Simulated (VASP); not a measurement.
Energy against volume of Lu (hcp). Computed with r2SCAN meta-GGA, VASP's PBE PAW potentials (set 64) (plane waves; VASP 6.6.1). Settings: 520 eV cut-off, 12×12×7 Γ-centred mesh, first-order Methfessel-Paxton smearing of 0.10 eV, potentials Lu_3.

Shape and ions are relaxed at each volume.

```csv
V (Å³/atom),E (eV/atom)
27.476,-38.06093
28.352,-38.07543
29.229,-38.08056
30.106,-38.07745
```

Problem. Fit these four points and predict the energy of the run at 30.983 Å³/atom.

Solution. A cubic in V^(−2/3), the third-order Birch-Murnaghan form, passes through the four points with V0 = 29.32 Å³/atom and B0 = 50 GPa, and gives -38.0671 eV/atom there. The run gave -38.0672 eV/atom, -0.1 meV/atom from the fit; all five points give B0 = 49 GPa.

The compound is Lu in the hcp structure. It was relaxed first.
